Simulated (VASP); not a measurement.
# Γ, L and Δ conduction valleys of GaSb (F-43m) against volume at HSE06

We calculate the lowest conduction level at Γ, the level at L and the minimum along Γ–X (Δ) in zinc-blende GaSb at nine volumes, from 6% below to 6% above the PBEsol-relaxed volume V₀. All energies are HSE06 values counted from the valence-band top at Γ, so each shift is that of the valley minus that of the valence top. The question is how fast each valley moves and whether their order changes. This matters for devices because the lowest valley decides whether the gap is direct, and the spacing to the next one decides how easily electrons leave the light Γ valley for heavier ones.

## How the numbers were made

The start is a typed prototype cell. The crystal was relaxed with PBEsol. It is scaled evenly about that cell, atoms relaxed with PBEsol. VASP 6.6.1, plane waves with PAW, cutoff 450 eV, no spin polarisation. Band edges are single points at HSE06 (no spin-orbit coupling) on these cells, k mesh 4×4×4, read on short lines of k points at the zone centre and through the valleys; energies are counted from the valence-band top at the zone centre.  All levels use the PAW data sets made with PBE.

Notes on method and selection:

- A valley's energy from the valence-band top holds the shift of that top as well as the shift of the valley.
- The gap closes at PBEsol in some of these cells, so their relaxation was done on a slightly metallic state; at fixed volume this leaves the geometry unchanged, as symmetry holds both atoms in place.
- Runs that did not converge, have known faults or may not be shown are not listed, and runs on Ansatz's PAW sets soft_1 and soft_2 are kept to separate tables.

Columns:

- 100 ln(V/V0): 100 ln(V/V0), V0 the volume of the reference cell.
- Γ level (eV): lowest conduction level at Γ.
- Δ valley (eV): minimum of the conduction band along Γ–X.
- L valley (eV): conduction level at L.
- Γ mass (mₑ): curvature mass of the lowest conduction band at Γ, fitted within 0.05 1/Å.

Input lines of one member:

```
PREC = Accurate
ENCUT = 450
EDIFF = 1E-06
NELM = 100
ISMEAR = 0
SIGMA = 0.02
LREAL = .FALSE.
ALGO = Normal
LHFCALC = .TRUE.
AEXX = 0.25
GGA = PE
HFSCREEN = 0.2
LASPH = .TRUE.
NBANDS = 14
PRECFOCK = Fast
```

Command (options for logging and memory left out): `mpirun -np 4 vasp_std`

## Computed values

| member | 100 ln(V/V0) | Γ level (eV) | Δ valley (eV) | L valley (eV) | Γ mass (mₑ) |
| --- | --- | --- | --- | --- | --- |
| V/V0 = 0.94 | −6.19 | 1.463 | 1.394 | 1.294 | 0.0643 |
| V/V0 = 0.955 | −4.60 | 1.327 | 1.419 | 1.250 | 0.0592 |
| V/V0 = 0.97 | −3.05 | 1.196 | 1.441 | 1.208 | 0.0541 |
| V/V0 = 0.985 | −1.51 | 1.066 | 1.462 | 1.166 | 0.0490 |
| V/V0 = 1 | 0.00 | 0.940 | 1.481 | 1.126 | 0.0441 |
| V/V0 = 1.015 | 1.49 | 0.817 | 1.499 | 1.087 | 0.0392 |
| V/V0 = 1.03 | 2.96 | 0.697 | 1.515 | 1.048 | 0.0345 |
| V/V0 = 1.045 | 4.40 | 0.580 | 1.530 | 1.011 | 0.0299 |
| V/V0 = 1.06 | 5.83 | 0.465 | 1.543 | 0.974 | 0.0256 |

Least-squares fits to the whole series, with x = 100 ln(V/V0); R² and errors in the fitted variable (y, or ln y where the fit is in ln y):

| y | members | fit | R² | rms residual | leave-one-out rms | the same for the mean of the others |
| --- | --- | --- | --- | --- | --- | --- |
| Γ level (eV) | 9 | y = 0.9439 − 0.08303 x | 1.00 | 0.0033 | 0.0046 | 0.36 |
| Δ valley (eV) | 9 | y = 1.477 + 0.01238 x | 0.99 | 0.0038 | 0.0055 | 0.054 |

## Reading the trend

The order does change. At V₀ it is Γ, L, Δ from the bottom up, and the gap is direct. At V/V₀ = 0.955 L lies lowest, and at 0.94 Γ has risen above Δ as well. With x = 100 ln(V/V₀), close to the volume change in percent, Γ moves by −0.083 eV per unit of x and Δ by +0.012 (fitted slopes). L moves by (0.974 − 1.294) / (5.83 + 6.19) = −0.027 between the end rows.

The usual orbital picture accounts for the ranking. The Γ level is an antibonding combination of s orbitals, which rises steeply as the bond shortens, while the valence top is a bonding p state. The L state has less of this s–s antibonding character and rises less. Near X the s orbitals of neighbouring atoms do not couple by symmetry, so the main upward push is missing and Δ does not climb as the other two do. This alone does not explain why Δ falls slightly against the valence top on compression, since a bonding valence top that sinks would by itself make the spacing grow. Mixing of the Δ state with higher states, d-like ones among them, is a possible cause that the table cannot test.

A model with two parameters per valley follows in four steps.

1. The cell is scaled evenly and symmetry fixes both atoms, so the bond length d is the only variable, with d ∝ V^(1/3).
2. We assume that a valley energy has a part A that does not depend on d and a coupling part that follows one power of it: E = A + B (d/d₀)^(−n), where d₀ is the bond length at V₀. Since ln(d/d₀) = x/300, this is E = A + B exp(−nx/300).
3. For couplings between neighbours n is commonly taken as 2. The exponent is then only about 0.04 at the ends of the series, and the first-order term suffices: E ≈ E₀ + s x, with E₀ = A + B and s = −nB/300.
4. Two valleys i and j cross where their lines meet: x = (E₀ⱼ − E₀ᵢ)/(sᵢ − sⱼ).

## Testing the model

We fix the lines on V/V₀ = 0.97 (x = −3.05) and V/V₀ = 1.03 (x = 2.96), which are 6.01 apart. The slopes, in eV per unit of x, are

- Γ: (0.697 − 1.196) / 6.01 = −0.0830
- L: (1.048 − 1.208) / 6.01 = −0.0266
- Δ: (1.515 − 1.441) / 6.01 = +0.0123

V/V₀ = 0.94 lies 3.14 below the first fixed member in x:

- Γ: 1.196 + 0.0830 × 3.14 = 1.457 eV (table 1.463)
- L: 1.208 + 0.0266 × 3.14 = 1.292 eV (table 1.294)
- Δ: 1.441 − 0.0123 × 3.14 = 1.402 eV (table 1.394)

V/V₀ = 1 lies 3.05 above it:

- Γ: 1.196 − 0.0830 × 3.05 = 0.943 eV (table 0.940)
- L: 1.208 − 0.0266 × 3.05 = 1.127 eV (table 1.126)
- Δ: 1.441 + 0.0123 × 3.05 = 1.479 eV (table 1.481)

V/V₀ = 1.06 lies 8.88 above it:

- Γ: 1.196 − 0.0830 × 8.88 = 0.459 eV (table 0.465)
- L: 1.208 − 0.0266 × 8.88 = 0.972 eV (table 0.974)
- Δ: 1.441 + 0.0123 × 8.88 = 1.550 eV (table 1.543)

The crossings follow from the spacings at V/V₀ = 0.97. Γ meets L at x = −3.05 − (1.208 − 1.196) / (0.0830 − 0.0266) = −3.3, and Γ meets Δ at x = −3.05 − (1.441 − 1.196) / (0.0830 + 0.0123) = −5.6. Both fall between the rows where the tabulated order changes.

## Departures from the trend

Largest departures from the fit to the whole series:

| member | Γ level (eV) | fit | computed − fit | in rms residuals |
| --- | --- | --- | --- | --- |
| V/V0 = 1.06 | 0.465 | 0.460 | +0.005 | 1.6 |
| V/V0 = 0.94 | 1.463 | 1.458 | +0.005 | 1.6 |
| V/V0 = 1 | 0.940 | 0.944 | −0.004 | 1.2 |
| V/V0 = 0.985 | 1.066 | 1.069 | −0.003 | 1.0 |

The straight line fails by a few meV, in a regular way. For Γ the computed levels lie 0.005 eV above the fitted line at both ends and 0.004 eV below it at V₀, a bend of 0.009 eV. What fails is the cut after first order. The next term of the expansion is −s n x²/600, which for n = 2 and x = 6 gives 0.083 × 2 × 36 / 600 = 0.010 eV, with the right sign and size.

For Δ the bend is as large but of opposite sign, and it sits on a much smaller slope. Between V/V₀ = 0.94 and V₀ the slope is 0.087 / 6.19 = 0.0141 eV per unit of x; between V₀ and 1.06 it is 0.062 / 5.83 = 0.0106, a quarter less. A single power with n = 2 would allow a drop of only about 4%. Here a single power law with n = 2 fails. A likely reason is that the small Δ slope is what remains of larger shifts that nearly cancel, and these need not follow the same power of the bond length.

## What to take away

Within 6% of V₀ on either side, a straight line in ln V gives each valley to better than 0.01 eV. Compression by about 3% turns the direct gap into an indirect one with L lowest.

Spin–orbit coupling, which is left out, would raise the valence top and so lower all three energies by roughly 0.2 to 0.3 eV. That exceeds the whole spread of the Δ column (0.149 eV), though not that of Γ (0.998 eV). Being nearly common to the three valleys, it hardly touches their order.

The crossing volume is less certain than the slopes. An error of 0.1 eV in the L–Γ spacing, which is plausible for HSE06, would move that crossing by 0.1 / (0.0830 − 0.0266) = 1.8 units of x, or nearly 2% in volume.

[Logs are printed without paths, hosts, clocks, repeated set-up lines and the standing remarks that a program may print on its own settings, such as how far it seeks lower states.]
